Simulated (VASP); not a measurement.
# HoAs3 (P6_3/mmc) in VASP: settings compared

The runs below take HoAs3 through single point, with PBE, LDA.

All numbers are computed with VASP 6.6.1; they aren't measurements. Logs are shortened: lines on timing, memory, paths and dates and some standing lists are left out, and cuts for length are marked.

## 1. The structure

It takes space group P6_3/mmc (No. 194, hexagonal). Conventional cell: a = 5.989 Å, b = 5.989 Å, c = 5.466 Å, α = 90.00°, β = 90.00°, γ = 120.00°. Around Ho (site symmetry -6m2) lie 12 As at 3.00 to 3.16 Å. As (site symmetry mm2) is surrounded by 2 As at 2.75 Å and 4 Ho at 3.00 to 3.16 Å.

The cell comes from a database or a generator and needn't be the stable form of this composition.

## 2. Single point, PBE, collinear spin, ferromagnetic start

run.py reads:

```python
from ase.calculators.vasp import Vasp
from ase.dft.bandgap import bandgap
from ase.io import read

atoms = read('HoAs3.cif', primitive_cell=True, subtrans_included=False)
atoms.set_initial_magnetic_moments([4.0, 4.0, 0.0, 0.0, 0.0, 0.0, 0.0, 0.0])
calc = Vasp(
    directory='calc',
    xc='lda',
    pp='PBE',
    setups='materialsproject',
    prec='Accurate',
    encut=520,
    ediff=1e-06,
    ismear=0,
    sigma=0.05,
    lreal=False,
    lasph=True,
    nelm=100,
    algo='Normal',
    isif=2,
    lwave=False,
    lcharg=False,
    ispin=2,
    lorbit=11,
    lmaxmix=6,
    kpts=[5, 5, 5],
    gamma=True,
)
atoms.calc = calc

print('energy (eV):', atoms.get_potential_energy())
print('free energy (eV):', atoms.get_potential_energy(force_consistent=True))
print('forces (eV/A):')
print(atoms.get_forces())
print('stress (eV/A^3, Voigt):', atoms.get_stress())
print('Fermi level (eV):', calc.get_fermi_level())
print('moment (muB):', atoms.get_magnetic_moment())
print('site moments (muB):', atoms.get_magnetic_moments())
gap, top, bottom = bandgap(calc)
print('band gap (eV):', gap, 'from (spin, k, band)', top, 'to', bottom)
```

HoAs3.cif reads:

```cif
data_HoAs3
_cell_length_a 5.98887654
_cell_length_b 5.98887654
_cell_length_c 5.46634800
_cell_angle_alpha 90.00000000
_cell_angle_beta 90.00000000
_cell_angle_gamma 120.00000000
_space_group_name_H-M_alt 'P6_3/mmc'
_space_group_name_Hall '-P 6c 2c'
_space_group_IT_number 194
loop_
_space_group_symop_operation_xyz
'x,y,z'
'-x,-y,-z'
'x-y,x,z+1/2'
'-x+y,-x,-z+1/2'
'-y,x-y,z'
'y,-x+y,-z'
'-x,-y,z+1/2'
'x,y,-z+1/2'
'-x+y,-x,z'
'x-y,x,-z'
'y,-x+y,z+1/2'
'-y,x-y,-z+1/2'
'-y,-x,-z+1/2'
'y,x,z+1/2'
'-x,-x+y,-z'
'x,x-y,z'
'-x+y,y,-z+1/2'
'x-y,-y,z+1/2'
'y,x,-z'
'-y,-x,z'
'x,x-y,-z+1/2'
'-x,-x+y,z+1/2'
'x-y,-y,-z'
'-x+y,y,z'
loop_
_atom_site_label
_atom_site_type_symbol
_atom_site_symmetry_multiplicity
_atom_site_Wyckoff_symbol
_atom_site_fract_x
_atom_site_fract_y
_atom_site_fract_z
_atom_site_occupancy
Ho1 Ho 2 d 0.3333333333 0.6666666667 0.7500000000 1
As1 As 6 h 0.1801970050 0.3603940099 0.2500000000 1
```

Potentials or basis: VASP PAW PBE potentials, release 64 (Ho_3, As), 4f in core.

Command:

```
$ python run.py
```

Standard output:

```text
<dir> UserWarning: XC is set to LDA, but PP is set to PBE.
 Please check that this is really what you intended!

  warnings.warn("XC is set to LDA, but PP is set to "
energy (eV): -40.90047009
free energy (eV): -40.90337046
forces (eV/A):
[[-0.          0.          0.        ]
 [ 0.          0.          0.        ]
 [ 0.          0.09890073 -0.        ]
 [-0.         -0.09890073  0.        ]
 [-0.08565054  0.04945036 -0.        ]
 [ 0.08565054 -0.04945036  0.        ]
 [-0.08565054 -0.04945036  0.        ]
 [ 0.08565054  0.04945036 -0.        ]]
stress (eV/A^3, Voigt): [-0.00300814 -0.00300814  0.01278199 -0.         -0.         -0.        ]
Fermi level (eV): 5.39600178
moment (muB): 0.0024779
site moments (muB): [0. 0. 0. 0. 0. 0. 0. 0.]
band gap (eV): 0.0 from (spin, k, band) (None, None, None) to (None, None, None)
```

OUTCAR:

```text
ENCUT = 520.000000
   EDIFF = 1.00e-06
   PREC = Accurate
   ISIF = 2
   ISMEAR = 0
   ISPIN = 2
   LORBIT = 11
   NELM = 100
   LASPH = .TRUE.
   LREAL = .FALSE.

 ion  position               nearest neighbor table
   1  0.333  0.667  0.750-   8 3.00   5 3.00   4 3.00   4 3.00   5 3.00   8 3.00   6 3.16   6 3.16
                             7 3.16   7 3.16   3 3.16   3 3.16
   2  0.667  0.333  0.250-   7 3.00   6 3.00   3 3.00   3 3.00   6 3.00   7 3.00   5 3.16   5 3.16
                             4 3.16   8 3.16   8 3.16   4 3.16
   3  0.180  0.360  0.250-   6 2.75   7 2.75   2 3.00   2 3.00   1 3.16   1 3.16
   4  0.820  0.640  0.750-   5 2.75   8 2.75   1 3.00   1 3.00   2 3.16   2 3.16
   5  0.820  0.180  0.750-   4 2.75   8 2.75   1 3.00   1 3.00   2 3.16   2 3.16
   6  0.180  0.820  0.250-   3 2.75   7 2.75   2 3.00   2 3.00   1 3.16   1 3.16
   7  0.640  0.820  0.250-   6 2.75   3 2.75   2 3.00   2 3.00   1 3.16   1 3.16
   8  0.360  0.180  0.750-   5 2.75   4 2.75   1 3.00   1 3.00   2 3.16   2 3.16

  LATTYP: Found a hexagonal cell.
 ALAT       =     5.9888765400
 C/A-ratio  =     0.9127501566

  Lattice vectors:

 A1 = (   5.9888765400,   0.0000000000,   0.0000000000)
 A2 = (  -2.9944382700,   5.1865192238,   0.0000000000)
 A3 = (   0.0000000000,   0.0000000000,   5.4663480000)

Analysis of symmetry for initial positions (statically):
=====================================================================
 Subroutine PRICEL returns:
 Original cell was already a primitive cell.

 Routine SETGRP: Setting up the symmetry group for a
 hexagonal supercell.

 Subroutine GETGRP returns: Found 24 space group operations
 (whereof 12 operations were pure point group operations)
 out of a pool of 24 trial point group operations.

The static configuration has the point symmetry D_3d.
 The point group associated with its full space group is D_6h.

Analysis of symmetry for dynamics (positions and initial velocities):
=====================================================================
 Subroutine PRICEL returns:
 Original cell was already a primitive cell.

 Routine SETGRP: Setting up the symmetry group for a
 hexagonal supercell.

 Subroutine GETGRP returns: Found 24 space group operations
 (whereof 12 operations were pure point group operations)
 out of a pool of 24 trial point group operations.

The dynamic configuration has the point symmetry D_3d.
 The point group associated with its full space group is D_6h.

Analysis of structural, dynamic, and magnetic symmetry:
=====================================================================
 Subroutine PRICEL returns:
 Original cell was already a primitive cell.

 Routine SETGRP: Setting up the symmetry group for a
 hexagonal supercell.

 Subroutine GETGRP returns: Found 24 space group operations
 (whereof 12 operations were pure point group operations)
 out of a pool of 24 trial point group operations.

The overall configuration has the point symmetry D_3d.
 The point group associated with its full space group is D_6h.

 Subroutine INISYM returns: Found 24 space group operations
 (whereof 12 operations are pure point group operations),
 and found     1 'primitive' translations

----------------------------------------------------------------------------------------

                                     Primitive cell

  volume of cell :     169.7925

  direct lattice vectors                    reciprocal lattice vectors
     5.988876540  0.000000000  0.000000000     0.166976226  0.096403769  0.000000000
    -2.994438270  5.186519224  0.000000000     0.000000000  0.192807538  0.000000000
     0.000000000  0.000000000  5.466348000     0.000000000  0.000000000  0.182937493

  length of vectors
[... 93 lines left out ...]
   TEBEG  =    0.0;   TEEND  =   0.0 temperature during run
   PSTRESS=    0.0 pullay stress
   NELECT =      48.0000    total number of electrons
   NUPDOWN=      -1.0000    fix difference up-down
   EMIN   =  10.00;   EMAX   =-10.00  energy-range for DOS
   EFERMI =   0.00;   METHOD = LEGACY
   ISMEAR =     0;   SIGMA  =   0.05  broadening in eV -4-tet -1-fermi 0-gaus
   EFERMI_NEDOS =   21; number of points for ismear=-14 and -15
   IALGO  =     38    algorithm
   IMIX   =      4    mixing-type and parameters
     AMIX     =   0.40;   BMIX     =  1.00
     AMIX_MAG =   1.60;   BMIX_MAG =  1.00
  volume/ion in A,a.u.               =      21.22       143.23
  Fermi-wavevector in a.u.,A,eV,Ry     =   1.074440  2.030398 15.706870  1.154422
  Thomas-Fermi vector in A             =   2.210269
   LORBIT       =     11    0 simple, 1 ext, 2 COOP (PROOUT), +10 PAW based schemes
   GGA     = PE    functional components
   LHFCALC =     F    Hartree Fock is set to
   AEXX    =    0.0000 exact exchange contribution
   IVDW    =     0    specifies the selected vdW correction
   LEPSILON=     F    determine dielectric tensor
   LRPA    =     F    only Hartree local field effects (RPA)
 spin polarized calculation
 Gauss-broadening in eV      SIGMA  =   0.05
  energy-cutoff  :      520.00
  volume of cell :      169.79
 maximum number of plane-waves:      4589
 NGX is ok and might be reduce to    48
   NGX = 23   NGY = 23   NGZ = 21

 number of electron      47.9999997 magnetization      -0.0065559

 number of electron      47.9999997 magnetization       0.0024779

 Free energy of the ion-electron system (eV)
  ---------------------------------------------------
  ext. energy  EPLUGINS =         0.00000000
  ---------------------------------------------------
  free energy    TOTEN  =       -40.90337046 eV

  energy without entropy =      -40.89756971  energy(sigma->0) =      -40.90047009

 E-fermi :   5.3960     XC(G=0): -10.5538

 val. band max:        5.3888123082   @ k =   0.2000   0.0000   0.2000
 cond. band min:       5.4802332024   @ k =   0.2000   0.2000   0.4000
 fundamental gap:      0.0914208942
 Fermi energy:         5.3960017788

 spin component 1

 k-point     1 :       0.0000    0.0000    0.0000
  band No.  band energies     occupation
      1     -18.8210      1.00000
      2     -18.8210      1.00000
      3     -18.8079      1.00000
      4     -18.7858      1.00000
      5     -18.7858      1.00000
      6     -18.7632      1.00000
[... 529 lines left out ...]
     32       8.8484      0.00000
     33       9.1240      0.00000
 Fermi energy:         5.3960017788

 spin component 2

 k-point     1 :       0.0000    0.0000    0.0000
  band No.  band energies     occupation
      1     -18.8204      1.00000
      2     -18.8204      1.00000
      3     -18.8073      1.00000
      4     -18.7853      1.00000
      5     -18.7853      1.00000
      6     -18.7626      1.00000
[... 529 lines left out ...]
     32       8.8487      0.00000
     33       9.0663      0.00000

------------------------ aborting loop because EDIFF is reached ----------------------------------------

  FORCE on cell =-STRESS in cart. coord.  units (eV):
  Direction    XX          YY          ZZ          XY          YZ          ZX
  --------------------------------------------------------------------------------------
  -------------------------------------------------------------------------------------
  Total        0.5107590      0.5107590     -2.1702853     -0.0000000     -0.0000000      0.0000000
  in kB        4.8195669      4.8195669    -20.4790016     -0.0000000     -0.0000000      0.0000000
  external PRESSURE =      -3.6132893 kB  Pullay stress =       0.0000000 kB

 VOLUME and BASIS-vectors are now :
 -----------------------------------------------------------------------------
  energy-cutoff  :      520.00
  volume of cell :      169.79
      direct lattice vectors                 reciprocal lattice vectors
     5.988876540  0.000000000  0.000000000     0.166976226  0.096403769  0.000000000
    -2.994438270  5.186519224  0.000000000     0.000000000  0.192807538  0.000000000
     0.000000000  0.000000000  5.466348000     0.000000000  0.000000000  0.182937493

 POSITION                                       TOTAL-FORCE (eV/Angst)
 -----------------------------------------------------------------------------------
     -0.00000      3.45768      4.09976        -0.000000      0.000000      0.000000
      2.99444      1.72884      1.36659         0.000000      0.000000      0.000000
      0.00000      1.86919      1.36659         0.000000      0.098901     -0.000000
      2.99444      3.31733      4.09976        -0.000000     -0.098901      0.000000
      4.37011      0.93460      4.09976        -0.085651      0.049450     -0.000000
     -1.37567      4.25192      1.36659         0.085651     -0.049450      0.000000
      1.37567      4.25192      1.36659        -0.085651     -0.049450      0.000000
      1.61877      0.93460      4.09976         0.085651      0.049450     -0.000000
 -----------------------------------------------------------------------------------
    total drift:                                0.000000     -0.000000      0.000000

  FREE ENERGIE OF THE ION-ELECTRON SYSTEM (eV)
  ---------------------------------------------------
  free  energy   TOTEN  =       -40.9033704629 eV

  energy  without entropy=      -40.8975697121  energy(sigma->0) =      -40.90047009

 total charge

# of ion       s       p       d       tot
------------------------------------------
    1        0.305   6.561   1.222   8.088
    2        0.305   6.561   1.222   8.088
    3        1.301   1.351   0.039   2.690
    4        1.301   1.351   0.039   2.690
    5        1.301   1.351   0.039   2.690
    6        1.301   1.351   0.039   2.690
    7        1.301   1.351   0.039   2.690
    8        1.301   1.351   0.039   2.690
--------------------------------------------------
tot          8.414  21.228   2.676  32.319

 magnetization (x)

# of ion       s       p       d       tot
------------------------------------------
    1        0.000   0.000   0.000   0.000
    2        0.000   0.000   0.000   0.000
    3        0.000   0.000   0.000   0.000
    4        0.000   0.000   0.000   0.000
    5        0.000   0.000   0.000   0.000
    6        0.000   0.000   0.000   0.000
    7        0.000   0.000   0.000   0.000
    8        0.000   0.000   0.000   0.000
--------------------------------------------------
tot          0.000   0.000   0.000   0.000
```

INCAR:

```text
ENCUT = 520.000000
SIGMA = 0.050000
EDIFF = 1.00e-06
ALGO = Normal
PREC = Accurate
ISIF = 2
ISMEAR = 0
ISPIN = 2
LMAXMIX = 6
LORBIT = 11
NELM = 100
LASPH = .TRUE.
LCHARG = .FALSE.
LWAVE = .FALSE.
LREAL = .FALSE.
MAGMOM = 2*4.0000 6*0.0000
```

Run time: 3.7 min. Hardware: 1 thread of Intel Xeon Platinum 8259CL at 2.50GHz (Skylake/Cascade Lake), shared host; peak memory 0.42 GiB.

Results:

| Quantity | Value |
| --- | --- |
| Free energy | -40.9034 eV |
| Pressure | -0.4 GPa |
| Largest force | 0.099 eV/Å |
| Band gap on the k mesh | none (metal or under the smearing width) |
| Net moment | 0.00 μB per cell |
| Valence electrons inside the program's atomic spheres | Ho 8.09; As 2.69 |

Forces on the atoms (eV/Å):
```
Ho   0.000  0.000  0.000
Ho   0.000  0.000  0.000
As   0.000  0.099  0.000
As   0.000 -0.099  0.000
As  -0.086  0.049  0.000
As   0.086 -0.049  0.000
As  -0.086 -0.049  0.000
As   0.086  0.049  0.000
```

Caveat: ASE's xc='lda' writes no GGA tag, so the PBE potentials set the functional and the run is PBE; the magnetic or orbital state may not be the lowest; spin-orbit coupling is left out, which moves the levels of the heavy elements; the 4f electrons are frozen in the core as for a trivalent ion, so they carry no moment and show no levels.

## 3. Single point, LDA, collinear spin, ferromagnetic start

INCAR reads:

```
SYSTEM = HoAs3
PREC = Accurate
ENCUT = 520
EDIFF = 1E-6
ISMEAR = 0
SIGMA = 0.05
LREAL = .False.
LASPH = .True.
NELM = 100
ALGO = Normal
ISIF = 2
LWAVE = .False.
LCHARG = .False.
ISPIN = 2
MAGMOM = 4 4 0 0 0 0 0 0
LORBIT = 11
LMAXMIX = 6
GGA = CA
```

KPOINTS reads:

```
Automatic mesh
0
Gamma
  5 5 5
  0 0 0
```

POSCAR reads:

```
HoAs3
1.0
    5.9888765386      0.0000000000      0.0000000000
   -2.9944382693      5.1865192226      0.0000000000
    0.0000000000      0.0000000000      5.4663480000
Ho As
2 6
Cartesian
   -0.0000000003      3.4576794819      4.0997610000
    2.9944382696      1.7288397407      1.3665870000
    0.0000000000      1.8691904606      1.3665870000
   -1.3756718459      4.2519239923      1.3665870000
    1.3756718459      4.2519239923      1.3665870000
    2.9944382693      3.3173287620      4.0997610000
    4.3701101152      0.9345952303      4.0997610000
    1.6187664234      0.9345952303      4.0997610000
```

Potentials or basis: VASP PAW PBE potentials, release 64 (Ho_3, As), 4f in core.

Command:

```
$ cat potpaw_PBE.64/Ho_3/POTCAR potpaw_PBE.64/As/POTCAR > POTCAR
$ mpirun -np 1 vasp_std > vasp.out
```

OUTCAR:

```text
SYSTEM = HoAs3
   PREC = Accurate
   ENCUT = 520
   EDIFF = 1E-6
   ISMEAR = 0
   LREAL = .False.
   LASPH = .True.
   NELM = 100
   ISIF = 2
   ISPIN = 2
   LORBIT = 11
   GGA = CA

 ion  position               nearest neighbor table
   1  0.333  0.667  0.750-   6 3.00   8 3.00   7 3.00   7 3.00   6 3.00   8 3.00   4 3.16   4 3.16
                             5 3.16   5 3.16   3 3.16   3 3.16
   2  0.667  0.333  0.250-   3 3.00   5 3.00   4 3.00   4 3.00   3 3.00   5 3.00   7 3.16   7 3.16
                             8 3.16   8 3.16   6 3.16   6 3.16
   3  0.180  0.360  0.250-   4 2.75   5 2.75   2 3.00   2 3.00   1 3.16   1 3.16
   4  0.180  0.820  0.250-   5 2.75   3 2.75   2 3.00   2 3.00   1 3.16   1 3.16
   5  0.640  0.820  0.250-   4 2.75   3 2.75   2 3.00   2 3.00   1 3.16   1 3.16
   6  0.820  0.640  0.750-   8 2.75   7 2.75   1 3.00   1 3.00   2 3.16   2 3.16
   7  0.820  0.180  0.750-   8 2.75   6 2.75   1 3.00   1 3.00   2 3.16   2 3.16
   8  0.360  0.180  0.750-   7 2.75   6 2.75   1 3.00   1 3.00   2 3.16   2 3.16

  LATTYP: Found a hexagonal cell.
[... 1327 lines left out ...]
 -----------------------------------------------------------------------------------
    total drift:                               -0.000000      0.000000      0.000000

  FREE ENERGIE OF THE ION-ELECTRON SYSTEM (eV)
  ---------------------------------------------------
  free  energy   TOTEN  =       -46.9226833265 eV

  energy  without entropy=      -46.9170115360  energy(sigma->0) =      -46.91984743

 total charge

# of ion       s       p       d       tot
------------------------------------------
    1        0.307   6.570   1.239   8.116
    2        0.307   6.570   1.239   8.116
    3        1.311   1.354   0.038   2.703
    4        1.311   1.354   0.038   2.703
    5        1.311   1.354   0.038   2.703
    6        1.311   1.354   0.038   2.703
    7        1.311   1.354   0.038   2.703
    8        1.311   1.354   0.038   2.703
--------------------------------------------------
tot          8.478  21.265   2.706  32.449

 magnetization (x)

# of ion       s       p       d       tot
------------------------------------------
    1       -0.000  -0.000  -0.000  -0.000
    2       -0.000  -0.000  -0.000  -0.000
    3        0.000   0.000   0.000   0.000
    4        0.000   0.000   0.000   0.000
    5        0.000   0.000   0.000   0.000
    6        0.000   0.000   0.000   0.000
    7        0.000   0.000   0.000   0.000
    8        0.000   0.000   0.000   0.000
--------------------------------------------------
tot         -0.000   0.000  -0.000  -0.000
```

OSZICAR:

```text
N       E                     dE             d eps       ncg     rms          rms(c)
DAV:   1     0.393009233954E+03    0.39301E+03   -0.18340E+04  2036   0.130E+03
DAV:   2    -0.152567979686E+00   -0.39316E+03   -0.37665E+03  3025   0.505E+02
DAV:   3    -0.422299362565E+02   -0.42077E+02   -0.39650E+02  3457   0.111E+02
DAV:   4    -0.442051399294E+02   -0.19752E+01   -0.18865E+01  3216   0.232E+01
DAV:   5    -0.442503757713E+02   -0.45236E-01   -0.44674E-01  3328   0.444E+00    0.342E+01
DAV:   6    -0.466873820020E+02   -0.24370E+01   -0.10431E+00  3328   0.638E+00    0.183E+01
DAV:   7    -0.469897009301E+02   -0.30232E+00   -0.72385E-01  2976   0.367E+00    0.101E+01
DAV:   8    -0.469762998333E+02    0.13401E-01   -0.13055E-01  3216   0.215E+00    0.239E+00
DAV:   9    -0.469208056833E+02    0.55494E-01   -0.23114E-02  3224   0.116E+00    0.477E-01
DAV:  10    -0.469226472429E+02   -0.18416E-02   -0.28632E-03  2984   0.281E-01    0.182E-01
DAV:  11    -0.469227680093E+02   -0.12077E-03   -0.63425E-04  3096   0.141E-01    0.944E-02
DAV:  12    -0.469226822802E+02    0.85729E-04   -0.73991E-05  3272   0.580E-02    0.293E-02
DAV:  13    -0.469226829789E+02   -0.69874E-06   -0.10684E-05  3032   0.169E-02    0.109E-02
DAV:  14    -0.469226833265E+02   -0.34753E-06   -0.10011E-06  1792   0.611E-03
   1 F= -.46922683E+02 E0= -.46919847E+02  d E =-.567179E-02  mag=    -0.0001
```

Wall time 3.1 min (1 thread of Intel Xeon Platinum 8259CL at 2.50GHz (Skylake/Cascade Lake), shared host); peak memory 0.33 GiB.

What came out:

```
Free energy                                           : -46.9227 eV
Pressure                                              : -5.9 GPa
Largest force                                         : 0.210 eV/Å
Band gap on the k mesh                                : none (metal or under the smearing width)
Net moment                                            : 0.00 μB per cell
Valence electrons inside the program's atomic spheres : Ho 8.12; As 2.70
```

Forces in eV/Å, atoms in the order of the input:
```
Ho   0.000  0.000  0.000
Ho   0.000  0.000  0.000
As   0.000  0.210  0.000
As   0.182 -0.105  0.000
As  -0.182 -0.105  0.000
As   0.000 -0.210  0.000
As  -0.182  0.105  0.000
As   0.182  0.105  0.000
```

Caveat: the magnetic or orbital state may not be the lowest; the PAW data sets were made with another functional, which shifts forces and pressure a little; spin-orbit coupling is left out, which moves the levels of the heavy elements; the 4f electrons are frozen in the core as for a trivalent ion, so they carry no moment and show no levels.
